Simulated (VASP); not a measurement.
Given:

```yaml
crystal:
  lattice:
    - [6.53160, 0.00000, 0.00000]
    - [0.00000, 6.53160, 0.00000]
    - [0.00000, 0.00000, 6.53160]
  atoms:
    - { symbol: Zn, position: [0.00000, 0.00000, 0.00000] }
    - { symbol: Te, position: [0.23906, 0.23906, 0.23906] }
    - { symbol: Te, position: [0.76094, 0.76094, 0.23906] }
    - { symbol: Te, position: [0.76094, 0.23906, 0.76094] }
    - { symbol: Te, position: [0.23906, 0.76094, 0.76094] }
    - { symbol: Hg, position: [0.50000, 0.50000, 0.00000] }
    - { symbol: Hg, position: [0.50000, 0.00000, 0.50000] }
    - { symbol: Hg, position: [0.00000, 0.50000, 0.50000] }
```

All values below come from PBE GGA, VASP's PBE PAW potentials (set 64) (plane waves; VASP). Numerical set-up: 400 eV cut-off, Gaussian smearing of 0.050 eV, potentials Zn Te Hg.

Give the energies of bands 28 to 41 at the high-symmetry points, in eV from the Fermi level.

```json
[
 {"band": "28", "Γ": "-2.01", "X": "-2.92", "M": "-3.92", "R": "-4.66"},
 {"band": "29", "Γ": "-2.01", "X": "-2.35", "M": "-2.25", "R": "-1.03"},
 {"band": "30", "Γ": "-2.01", "X": "-2.30", "M": "-2.25", "R": "-1.03"},
 {"band": "31", "Γ": "-1.86", "X": "-2.30", "M": "-2.11", "R": "-1.03"},
 {"band": "32", "Γ": "-1.86", "X": "-2.18", "M": "-2.09", "R": "-0.73"},
 {"band": "33", "Γ": "-1.86", "X": "-1.22", "M": "-0.95", "R": "-0.73"},
 {"band": "34", "Γ": "-0.45", "X": "-1.22", "M": "-0.95", "R": "-0.73"},
 {"band": "35", "Γ": "0.00", "X": "-0.96", "M": "-0.92", "R": "-0.63"},
 {"band": "36", "Γ": "0.00", "X": "-0.96", "M": "-0.51", "R": "-0.63"},
 {"band": "37", "Γ": "0.00", "X": "1.92", "M": "1.87", "R": "0.77"},
 {"band": "38", "Γ": "1.67", "X": "2.07", "M": "2.26", "R": "0.77"},
 {"band": "39", "Γ": "1.67", "X": "3.05", "M": "2.26", "R": "0.77"},
 {"band": "40", "Γ": "2.71", "X": "3.15", "M": "2.77", "R": "1.45"},
 {"band": "41", "Γ": "2.71", "X": "3.27", "M": "4.88", "R": "4.90"}
]
```

It has no gap at this level: it comes out as a metal or semimetal.

The structure was generated: Hg3ZnTe4 was put into an ordered model structure (P-43m), which need not be its known phase. It was relaxed first, which changed the volume by +8 %.
